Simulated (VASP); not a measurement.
Consider the following.

```
CELL_PARAMETERS angstrom
      4.01555     0.00000     0.00000
      0.00000     4.01555     0.00000
      0.00000     0.00000     4.01555
ATOMIC_POSITIONS crystal
  Ba 0.00000 0.00000 0.00000
  Ti 0.50000 0.50000 0.50000
  O  0.50000 0.00000 0.50000
  O  0.00000 0.50000 0.50000
  O  0.50000 0.50000 0.00000
```

These are PBE GGA with D3 dispersion (zero damping), VASP's PBE PAW potentials (set 64) (plane waves; VASP) values and carry that method's errors. Settings: 520 eV cut-off, 6×6×6 Γ-centred mesh, tetrahedra with Blöchl corrections, potentials Ba_sv Ti_sv O.

The cores are frozen, which limits the accuracy of field gradients.

### Question
Give the principal components of the electric field gradient (V/Å²) and the asymmetry η at each nucleus.

### Answer

| atom | Vxx | Vyy | Vzz | η |
|---|---|---|---|---|
| Ba1 | 0.0 | 0.0 | 0.0 | - |
| Ti2 | 0.0 | 0.0 | 0.0 | - |
| O3 | -12.8 | -12.8 | 25.7 | 0.00 |
| O4 | -12.8 | -12.8 | 25.7 | 0.00 |
| O5 | -12.8 | -12.8 | 25.7 | 0.00 |

The compound is BaTiO3 in the cubic perovskite structure, the ideal cubic form; the compound distorts at low or room temperature. It was relaxed first.
